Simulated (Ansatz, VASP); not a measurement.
**Sn4F in VASP and in Ansatz**

Contents of INCAR:

```
SYSTEM = Sn4F
ALGO = Normal ; EDIFF = 1E-7
EDIFFG = -0.04 ; ENCUT = 600
GGA = PE ; IBRION = 2
ISIF = 3 ; ISMEAR = 0
LASPH = .True. ; LCHARG = .False.
LREAL = .False. ; LWAVE = .False.
NELM = 100 ; NSW = 90
PREC = Accurate ; SIGMA = 0.1
```

File KPOINTS:

```
k-points
0
Gamma
  4 4 4
  0 0 0
```

POSCAR

```
Sn4F
1.0
    5.2906436800      0.0000000000      0.0000000000
    0.0000000000      5.2906436800      0.0000000000
    0.0000000000      0.0000000000      5.2906436800
Sn F
4 1
Direct
    0.0000000000      0.5000000000      0.5000000000
    0.5000000000      0.0000000000      0.5000000000
    0.5000000000      0.5000000000      0.0000000000
    0.0000000000      0.0000000000      0.0000000000
    0.5000000000      0.5000000000      0.5000000000
```

Input for Ansatz:

```yaml
crystal:
  lattice:
    - [5.29064368, 0.0, 0.0]
    - [0.0, 5.29064368, 0.0]
    - [0.0, 0.0, 5.29064368]
  atoms:
    - { symbol: Sn, position: [0.0, 0.5, 0.5] }
    - { symbol: Sn, position: [0.5, 0.0, 0.5] }
    - { symbol: Sn, position: [0.5, 0.5, 0.0] }
    - { symbol: Sn, position: [0.0, 0.0, 0.0] }
    - { symbol: F, position: [0.5, 0.5, 0.5] }
basis:
  ecutwfc: 420
kpoints:
  mp_grid: { grid: [4, 4, 4] }
hamiltonian:
  xc: pbe
scf:
  occupations: { method: gaussian, width: 0.1 }
  lower_state_search: "off"
output:
  forces: true
  stress: true
  eigenvalues: true
relax:
  adjacent_minimum: "off"
  f_tol: 0.04
  max_steps: 70
  cell: { stress_tol: 0.4 }
```

Alike in both runs: task relaxation of cell and atoms; functional PBE; k mesh 4 × 4 × 4; occupations gaussian, width 0.1 eV; no spin polarisation.

|  | VASP | Ansatz |
| --- | --- | --- |
| version | VASP 6.6.1 | Ansatz 0.2.0 |
| potentials or method | VASP PAW PBE potentials, release 64 (Sn_d, F) | scalar-relativistic, plane waves, PAW |
| plane-wave cutoff (eV) | 600 | 420 |
| valence electrons in the cell | 63 | 63 |

```csv
,VASP,Ansatz,Ansatz less VASP
"gap on the k mesh at the Fermi level, each at its own relaxed structure (eV)",none,none,-
relaxed volume (Å³/atom),25.58,25.44,-0.138
relaxed cell length with the largest relative difference (Å),5.038,5.029,-0.0091
energy change over the relaxation (meV/atom),-71,-70,+1.3
```

A gap of «none» marks a metal or a gap that the smearing closes.

Caveats: an odd number of electrons without spin polarisation forces a metal; a magnetic or distorted state may lie lower.
